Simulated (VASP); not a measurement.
These are PBEsol GGA, VASP's PBE PAW potentials (set 64) (plane waves; VASP 6.6.1) values and carry that method's errors.

VASP ran on this input.

### POSCAR
```
TiAl
1
    2.8300000000     0.0000000000     0.0000000000
    0.0000000000     2.8300000000     0.0000000000
    0.0000000000     0.0000000000     4.0700000000
Ti Al
1 1
Direct
  0.0000000000   0.0000000000   0.0000000000
  0.5000000000   0.5000000000   0.5000000000
```

### INCAR
```
SYSTEM=TiAl
PREC=Accurate; ENCUT=300; LREAL=.FALSE.
LASPH=.TRUE.
EDIFF=1E-6; NELM=100; ALGO=Normal
LMAXMIX=4
ISMEAR=-1; SIGMA=0.1
GGA=PS
ISIF=2
LWAVE=.FALSE.; LCHARG=.FALSE.
```

KPOINTS:
```
Automatic mesh
0
Gamma
 5 5 4
0 0 0
```

POTCAR, in this order: Ti_sv Al (PBE.64 set). Program: vasp_std.

What VASP printed:

File OSZICAR:
```
       N       E                     dE             d eps       ncg     rms          rms(c)
DAV:   1     0.574732595285E+02    0.57473E+02   -0.55118E+03   396   0.969E+02
DAV:   2    -0.113660285723E+02   -0.68839E+02   -0.66393E+02   420   0.262E+02
DAV:   3    -0.148026656173E+02   -0.34366E+01   -0.33314E+01   570   0.607E+01
DAV:   4    -0.148980090052E+02   -0.95343E-01   -0.95037E-01   478   0.874E+00
DAV:   5    -0.149037417454E+02   -0.57327E-02   -0.57308E-02   585   0.174E+00    0.985E+00
DAV:   6    -0.134208363378E+02    0.14829E+01   -0.13539E+01   481   0.389E+01    0.351E+00
DAV:   7    -0.132257306578E+02    0.19511E+00   -0.13027E+00   448   0.115E+01    0.183E+00
DAV:   8    -0.132077135674E+02    0.18017E-01   -0.12208E-01   453   0.387E+00    0.440E-01
DAV:   9    -0.132064258744E+02    0.12877E-02   -0.20146E-02   480   0.194E+00    0.188E-01
DAV:  10    -0.132062229033E+02    0.20297E-03   -0.10858E-03   464   0.353E-01    0.690E-02
DAV:  11    -0.132062070580E+02    0.15845E-04   -0.36404E-04   522   0.210E-01    0.311E-02
DAV:  12    -0.132062044748E+02    0.25832E-05   -0.26394E-05   464   0.574E-02    0.559E-03
DAV:  13    -0.132062044610E+02    0.13775E-07   -0.65128E-07   298   0.866E-03
   1 F= -.13206204E+02 E0= -.13168258E+02  d E =-.758934E-01
```

OUTCAR:
```
------------------------ aborting loop because EDIFF is reached ----------------------------------------
  FORCE on cell =-STRESS in cart. coord.  units (eV):
  Direction    XX          YY          ZZ          XY          YZ          ZX
  --------------------------------------------------------------------------------------
  Total       -0.7695944     -0.7695944     -0.4873366      0.0000000      0.0000000     -0.0000000
  in kB      -37.8272853    -37.8272853    -23.9536838      0.0000000      0.0000000     -0.0000000
  external PRESSURE =     -33.2027514 kB  Pullay stress =       0.0000000 kB
  volume of cell :       32.60
      direct lattice vectors                 reciprocal lattice vectors
     2.830000000  0.000000000  0.000000000     0.353356890  0.000000000  0.000000000
     0.000000000  2.830000000  0.000000000     0.000000000  0.353356890  0.000000000
     0.000000000  0.000000000  4.070000000     0.000000000  0.000000000  0.245700246
 POSITION                                       TOTAL-FORCE (eV/Angst)
 -----------------------------------------------------------------------------------
      0.00000      0.00000      0.00000         0.000000      0.000000      0.000000
      1.41500      1.41500      2.03500         0.000000      0.000000      0.000000
 -----------------------------------------------------------------------------------
    total drift:                               -0.000000      0.000000     -0.000000
  FREE ENERGIE OF THE ION-ELECTRON SYSTEM (eV)
  ---------------------------------------------------
  free  energy   TOTEN  =       -13.2062044610 eV

  energy  without entropy=      -13.1303111065  energy(sigma->0) =      -13.16825778
```
(Selected blocks of OUTCAR.)

At this cut-off the stress carries a Pulay error, which pulls relaxed volumes low.

The structure is a typed TiAl crystal (P4/mmm). The cell was not relaxed at this level. The k-mesh is coarse (spacing up to 0.44 per Å, 2π included), so the numbers may not be converged in it. The run is one of a series of settings (KPOINTS 5×5×4 Γ-centred mesh against the base run), some of them coarse on purpose. The electron count is odd and the run is not spin-polarised, which forces a metal.
